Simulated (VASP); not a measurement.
**HgSe (zinc blende): computed properties**

These are PBEsol GGA, VASP's PBE PAW potentials (set 64) (plane waves; VASP 6.6.1) values and carry that method's errors.

```json
{
 "space_group": "F-43m (216)",
 "cell": "a = 6.143 Å, b = 6.143 Å, c = 6.143 Å, α = 90.00°, β = 90.00°, γ = 90.00°",
 "volume_per_atom": "28.98 Å³/atom",
 "band gap (over mesh and band path)": "none (metal, semimetal or under 0.01 eV)",
 "band_gap_with_spin_orbit_coupling": "none (metallic)",
 "density": "8.01 g/cm³"
}
```

```
HgSe
1.0
    0.00000     3.07170     3.07170
    3.07170     0.00000     3.07170
    3.07170     3.07170     0.00000
Hg Se
1 1
Direct
  0.00000   0.00000   0.00000
  0.25000   0.25000   0.25000
```

Measured: a 6.085 Å at 293 K (computed value off by +1.0 %), as given by Cardona et al., (2009), arXiv:0908.2634. The calculation is for a static lattice, while the measured a holds thermal and zero-point effects, which are part of the difference. Unless said otherwise, spin-orbit coupling is left out, though it shifts the bands of the heavy elements here.

The compound is HgSe in the zinc blende structure. It was relaxed first. Symmetry was kept, so distortions that lower it aren't found.
